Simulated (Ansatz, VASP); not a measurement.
# RuBr4 in VASP and in Ansatz

```
Ru Br
1.0
     5.83516    0.00000    0.00000
    -2.91758    5.05340    0.00000
     0.00000    0.00000    4.93451
Ru Br
1 4
Cartesian
  0.0000 0.0000 2.0798
  2.9176 0.0000 2.0796
  -1.4588 2.5267 2.0796
  1.4588 2.5267 2.0796
  0.0000 0.0000 -0.3875
```

Alike in both runs: functional PBE; k mesh 2 × 2 × 3; occupations gaussian, width 0.15 eV; collinear spin.

Ansatz relaxed the structure, and its values are those at the end. VASP's run is a single point on that final structure, the one shown.

|  | VASP | Ansatz |
| --- | --- | --- |
| version | VASP 6.6.1 | Ansatz 0.2.0 |
| potentials or method | VASP PAW PBE potentials, release 64 (Ru_pv, Br) | scalar-relativistic, plane waves, PAW |
| plane-wave cutoff (eV) | 520 | 420 |
| valence electrons in the cell | 42 | 44 |

```csv
,VASP,Ansatz,Ansatz less VASP
gap on the k mesh at the Fermi level (eV),none,none,-
pressure (GPa),0.0,0.0,0.00
net moment per atom (μB),0.50,0.50,0.000
size of the moment on the site where the two differ most (μB),1.61,1.45,-0.163
```

Site moments also hang on the region over which each program counts them. A gap of «none» marks a metal or a gap that the smearing closes. The functional is the same, so the differences come from potentials, cutoffs and numerics. The two sets of potentials don't hold the same shells in valence.

Caveats: the k mesh is coarse (spacing up to 0.62 Å⁻¹), so the values aren't converged.
